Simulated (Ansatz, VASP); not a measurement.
## Two plane-wave programs on HfIn4SiO6

```xyz
12
Lattice="2.4137 -8.5689 0.1783 2.4137 8.5689 0.1783 -1.3291 0.0000 4.6332" Properties=species:S:1:pos:R:3 pbc="T T T"
Hf    0.0000    0.0000    0.0000
In    2.4137   -2.6331    0.1783
In    1.7491    5.9450    2.4949
In    2.4137    2.6331    0.1783
In    1.7491   -5.9450    2.4949
Si    1.7491    0.0000    2.4949
O     3.1652    0.0000    1.5079
O     0.3330    0.0000    3.4820
O     0.9722    1.3045    1.3818
O     2.5260    1.3045    3.6080
O     2.5260   -1.3045    3.6080
O     0.9722   -1.3045    1.3818
```

Alike in both runs: functional PBE; k mesh 3 × 3 × 2; occupations gaussian, width 0.15 eV; no spin polarisation.

Ansatz relaxed the structure, and its values are those at the end. VASP's run is a single point on that final structure, the one shown.

|  | VASP | Ansatz |
| --- | --- | --- |
| version | VASP 6.6.1 | Ansatz 0.2.0 |
| potentials or method | VASP PAW PBE potentials, release 64 (Hf_pv, In_d, Si, O) | scalar-relativistic, plane waves, PAW |
| plane-wave cutoff (eV) | 520 | 420 |
| valence electrons in the cell | 102 | 118 |

Ansatz gave:

| Item | Value |
| --- | --- |
| gap on the k mesh at the Fermi level (eV) | none |
| pressure (GPa) | 0.2 |
| rms of the force components (eV/Å) | 0.008 |

Which values does VASP return?

gap on the k mesh at the Fermi level (eV): none; pressure (GPa): -0.4; rms of the force components (eV/Å): 0.071.

A gap of «none» marks a metal or a gap that the smearing closes. The two sets of potentials don't hold the same shells in valence.

Caveats: the k mesh is coarse (spacing up to 0.67 Å⁻¹), so the values aren't converged. Spin-orbit coupling is left out, which matters for the levels of Hf.
